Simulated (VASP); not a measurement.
Set up this calculation in VASP 6.6.1, as the native input.

| Property | Result |
| --- | --- |
| Task | relaxation of cell and atoms |
| Functional | PBE |
| Potentials or basis | VASP PAW PBE potentials, release 64 (Be, Zn, O) |
| Cutoff | 520 eV |
| k mesh | 4 × 4 × 4 |
| Occupations | gaussian, width 0.15 eV |
| Spin | no spin polarisation |
| Further INCAR settings | PREC = Normal; ALGO = Fast; EDIFF = 0.0001; IBRION = 2; EDIFFG = -0.08; NSW = 24; ISIF = 3 |

The structure of Be2ZnO3 lies in POSCAR:

```
Be2ZnO3
1.0
    2.8769757700     -3.0055826500      0.0000000000
    2.8769757700      3.0055826500      0.0000000000
    0.0000000000      0.0000000000      3.9739931800
Be Zn O
2 1 3
Direct
    0.2048704300      0.7951295700      0.0000000000
    0.7951295700      0.2048704300      0.0000000000
    0.5000000000      0.5000000000      0.0000000000
    0.0000000000      0.0000000000      0.5000000000
    0.5000000000      0.5000000000      0.5000000000
    0.0000000000      0.0000000000      0.0000000000
```

The cell was built by a generator and needn't be a form met in nature.

The input as run:

INCAR

```
PREC = Normal
ENCUT = 520
EDIFF = 1E-4
ISMEAR = 0
SIGMA = 0.15
LREAL = False
LASPH = True
NELM = 60
ALGO = Fast
ISIF = 3
LWAVE = False
LCHARG = False
GGA = PE
IBRION = 2
NSW = 24
EDIFFG = -0.08
```

KPOINTS

```
regular mesh
0
Gamma
  4 4 4
```

Potentials or basis: VASP PAW PBE potentials, release 64 (Be, Zn, O).

Command:

```sh
$ cat potpaw_PBE.64/Be/POTCAR potpaw_PBE.64/Zn/POTCAR potpaw_PBE.64/O/POTCAR > POTCAR
$ mpirun -np 1 vasp_std > vasp.out
```

Results of the run:

```
Relaxed volume                         : 13.32 Å³/atom
Relaxed cell                           : a = 4.705 Å, b = 4.705 Å, c = 3.724 Å, α = 90.00°, β = 90.00°, γ = 104.16°
Space group after relaxing (to 0.05 Å) : Cmmm (No. 65)
Energy gained by relaxing              : 789.7 meV/atom
Ionic steps                            : 8
Pressure after relaxing                : 0.3 GPa
Largest force after relaxing           : 0.028 eV/Å
Band gap on the k mesh                 : none (metal or under the smearing width)
```

Caveat: the k mesh is coarse (spacing up to 0.40 Å⁻¹), so the values aren't converged; the volume moved by over 15 % at a fixed basis, so the end points are rough; the relaxation stopped at a loose force limit of 0.08 eV/Å, so its end isn't a converged minimum.

It took 52 s on 1 thread of Intel(R) Xeon(R) Platinum 8488C (Sapphire Rapids), on a shared host, peak memory 0.16 GiB.
